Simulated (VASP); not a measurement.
Output of a VASP run:

File OSZICAR:
```
       N       E                     dE             d eps       ncg     rms          rms(c)
DAV:   1     0.138745225921E+03    0.13875E+03   -0.11489E+04  5215   0.207E+03
DAV:   2     0.218226174125E+01   -0.13656E+03   -0.13026E+03  5166   0.338E+02
DAV:   3    -0.276631979629E+01   -0.49486E+01   -0.48577E+01  6224   0.743E+01
DAV:   4    -0.281999628509E+01   -0.53676E-01   -0.53660E-01  5850   0.662E+00
DAV:   5    -0.282151913896E+01   -0.15229E-02   -0.15228E-02  7394   0.122E+00    0.113E+01
DAV:   6    -0.230388739761E+01    0.51763E+00   -0.87400E+00  5148   0.883E+01    0.543E+00
DAV:   7    -0.188255167096E+01    0.42134E+00   -0.32716E+00  6176   0.932E+01    0.550E+00
DAV:   8    -0.183242684068E+01    0.50125E-01   -0.24567E-01  7122   0.131E+01    0.273E+00
DAV:   9    -0.182492236705E+01    0.75045E-02   -0.31821E-02  7707   0.455E+00    0.226E-01
DAV:  10    -0.182416667489E+01    0.75569E-03   -0.57318E-03  7515   0.127E+00    0.957E-02
DAV:  11    -0.182416977921E+01   -0.31043E-05   -0.16786E-04  7672   0.361E-01    0.401E-02
DAV:  12    -0.182416204168E+01    0.77375E-05   -0.23953E-05  7201   0.168E-01    0.242E-03
DAV:  13    -0.182416203794E+01    0.37453E-08   -0.84886E-07  7566   0.110E-02
   1 F= -.18241620E+01 E0= -.18242734E+01  d E =-.182416E+01
```

**OUTCAR**
```
------------------------ aborting loop because EDIFF is reached ----------------------------------------
  FORCE on cell =-STRESS in cart. coord.  units (eV):
  Direction    XX          YY          ZZ          XY          YZ          ZX
  --------------------------------------------------------------------------------------
  Total        0.0136567      0.0136567     -0.0125208      0.0000000     -0.0000000      0.0000000
  in kB        0.7479915      0.7479915     -0.6857754      0.0000000     -0.0000000      0.0000000
  external PRESSURE =       0.2700692 kB  Pullay stress =       0.0000000 kB
  volume of cell :       29.25
      direct lattice vectors                 reciprocal lattice vectors
     2.863242018  0.000000000  0.000000000     0.349254444  0.000000000  0.000000000
     0.000000000  2.863242018  0.000000000     0.000000000  0.349254444  0.000000000
     0.000000000  0.000000000  3.568157137     0.000000000  0.000000000  0.280256716
 POSITION                                       TOTAL-FORCE (eV/Angst)
 -----------------------------------------------------------------------------------
      0.00000      0.00000      0.00000         0.000000      0.000000      0.000000
      1.43162      1.43162      1.78408         0.000000      0.000000      0.000000
 -----------------------------------------------------------------------------------
    total drift:                                0.000000      0.000000     -0.000000
  FREE ENERGIE OF THE ION-ELECTRON SYSTEM (eV)
  ---------------------------------------------------
  free  energy   TOTEN  =        -1.8241620379 eV

  energy  without entropy=       -1.8244959984  energy(sigma->0) =       -1.82427336

 reached required accuracy - stopping structural energy minimisation
```
(Selected blocks of OUTCAR.)

### POSCAR
```
CuAu
1
    2.8632420182     0.0000000000     0.0000000000
    0.0000000000     2.8632420182     0.0000000000
    0.0000000000    -0.0000000000     3.5681571371
Cu Au
1 1
Direct
  0.0000000000   0.0000000000   0.0000000000
  0.5000000000   0.5000000000   0.5000000000
```

### Question
Reconstruct the remaining input files.

### Answer
This is not unique; one that fits is the input of the run itself, optB86b-vdW, plane waves, VASP's PBE PAW potentials (set 64).

KPOINTS:
```
Automatic mesh
0
Gamma
13 13 10
0 0 0
```

**INCAR**
```
SYSTEM = CuAu
PREC = Accurate
ENCUT = 520
EDIFF = 1E-7
NELM = 100
ALGO = Normal
LREAL = .FALSE.
LASPH = .TRUE.
ISMEAR = 1
SIGMA = 0.1
GGA = MK
PARAM1 = 0.1234
PARAM2 = 1.0
LUSE_VDW = .TRUE.
AGGAC = 0.0
LMAXMIX = 6
LWAVE = .FALSE.
LCHARG = .FALSE.
ISIF = 4
IBRION = 2
NSW = 30
EDIFFG = -0.01
```

POTCAR, in this order: Cu Au (PBE.64 set). Program: vasp_std.

The compound is CuAu in the L1_0 structure. It was relaxed first.
